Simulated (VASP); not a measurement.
Given:

```yaml
crystal:
  lattice:
    - [0.00000, 2.21138, 2.21138]
    - [2.21138, 0.00000, 2.21138]
    - [2.21138, 2.21138, 0.00000]
  atoms:
    - { symbol: Si, position: [0.00000, 0.00000, 0.00000] }
    - { symbol: C, position: [0.25000, 0.25000, 0.25000] }
```

Level of theory: HSE06 screened hybrid, VASP's PBE PAW potentials (set 64) (plane waves; VASP 6.6.1). Numerical set-up: 520 eV cut-off, 8×8×8 Γ-centred mesh, Gaussian smearing of 0.050 eV, potentials Si C.

### Question
Estimate the energy per atom (σ→0), pressure, band gap (on the k-mesh) with the smallest direct gap where there is one.

### Answer

The band gap (on the k-mesh) is 2.28 eV. The smallest direct gap (on the k-mesh) is 5.68 eV, the energy per atom (σ→0) is -8.711 eV/atom and the pressure is -11.01 GPa.

The absolute energy has meaning only against runs of the same code, potentials and settings.

The compound is SiC in the zinc blende structure. This cell is one point of a volume scan, at 1.03 of the reference volume. The cell's shape comes from a PBE relaxation.
